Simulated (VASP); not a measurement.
B2C:

```
B C
1.0
     2.56000    0.00000    0.00000
     0.00000    3.06000    0.00000
     0.00000    0.00000    3.45000
B C
2 1
Direct
  0.50000 0.00000 0.74300
  0.50000 0.00000 0.25700
  0.00000 0.00000 0.00000
```

The cell was built by a generator and needn't be a form met in nature.

```yaml
Program: VASP 6.6.1
Task: relaxation of cell and atoms
Functional: PBE
Potentials_or_basis: VASP PAW PBE potentials, release 64 (B, C)
Cutoff: 520 eV
k_mesh: 8 × 7 × 6
Occupations: gaussian, width 0.15 eV
Spin: no spin polarisation
```

At the start: pressure 2.0 GPa; volume 9.01 Å³/atom.

Question: How do energy, volume and symmetry change on relaxing?

Answer: Over 9 steps the energy falls by 23.9 meV/atom and the volume is 10.19 Å³/atom (+13.1 %); space group Pmmm (No. 47, to 0.05 Å).

The path:
```tsv
step	energy change (eV)	largest force (eV/Å)	pressure (GPa)	volume (Å³)
1	0.0000	0.2284	1.96	27.03
2	-0.0227	0.4455	3.53	27.45
3	-0.0242	0.6581	4.13	27.58
4	-0.0359	0.5447	3.34	27.89
5	-0.0586	0.1672	1.02	28.85
6	-0.0610	0.6509	-2.30	30.78
7	-0.0658	0.3150	-0.97	30.00
8	-0.0709	0.1143	-0.31	30.42
9	-0.0717	0.0469	0.11	30.57
```

Final structure:
```
B C
1.0
     2.56806    0.00000    0.00000
     0.00000    3.46205    0.00000
     0.00000    0.00000    3.43831
B C
2 1
Direct
  0.50000 0.00000 0.74444
  0.50000 0.00000 0.25556
  0.00000 0.00000 0.00000
```

Caveat: this functional lacks dispersion, which binds the layers, so the pressure and a relaxed spacing across them are unreliable.
